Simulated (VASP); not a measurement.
VASP runs on AlN (space group P6_3mc) share one base input (revPBE GGA, plane waves, VASP's PBE PAW potentials (set 64)) and change the settings named in each case.

**KPOINTS**
```
Automatic mesh
0
Gamma
10 10 6
0 0 0
```

**INCAR**
```
SYSTEM = AlN
PREC = Accurate
ENCUT = 400
EDIFF = 1E-6
NELM = 100
ALGO = Normal
LREAL = .FALSE.
LASPH = .TRUE.
ISMEAR = -1
SIGMA = 0.05
GGA = RE
LWAVE = .FALSE.
LCHARG = .FALSE.
ISIF = 2
```

### POSCAR
```
AlN
1
    3.1107570000     0.0000000000     0.0000000000
   -1.5553790000     2.6939940000     0.0000000000
    0.0000000000     0.0000000000     4.9883630000
Al N
2 2
Direct
  0.6666670000   0.3333330000   0.4992900000
  0.3333330000   0.6666670000   0.9992900000
  0.6666670000   0.3333330000   0.8807100000
  0.3333330000   0.6666670000   0.3807100000
```

POTCAR, in this order: Al N (PBE.64 set). Program: vasp_std.

```csv
change,E(σ→0) (eV/atom),pressure (GPa)
base run,-7.1376,2.37
"EDIFF = 1E-09, ENCUT = 560, KPOINTS 14×14×9 Γ-centred mesh",-7.1390,?
"ENCUT = 240, KPOINTS 6×6×6 Γ-centred mesh",-7.1599,-38.73
"ENCUT = 320, KPOINTS 2×2×2 Γ-centred mesh",-6.8133,-8.57
"AEXX = 0.2, AGGAC = 0.81, AGGAX = 0.72, ALDAC = 0.19, GGA = B3, HFRCUT = -1, ISYM = 3, LHFCALC = .TRUE., PRECFOCK = Fast, KPOINTS 3×3×3 Γ-centred mesh",-8.4189,-1.99
"AEXX = 0.25, GGA = PE, HFSCREEN = 0.2, ISYM = 3, LHFCALC = .TRUE., PRECFOCK = Fast, KPOINTS 4×4×4 Γ-centred mesh",-8.7302,-5.45
```

**Question.** What belongs in the gaps?

**Answer.** 
- EDIFF = 1E-09, ENCUT = 560, KPOINTS 14×14×9 Γ-centred mesh, pressure (GPa): 5.86

Energies of different potentials or functionals have different zeros.  At 400 eV the pressure can carry a Pulay error.

Left out are runs that ran out of time, are held back, or changed the cell or the kind of run, fixed moments of cells without a moment, rows past the twelfth, gaps on odd meshes, pressures of charged cells and columns that move by less than the noise.

The structure comes from a computed database's AlN entry; how it stands against other phases isn't given here. The cell was not relaxed at this level, its lattice was scaled by up to 2.5 %.
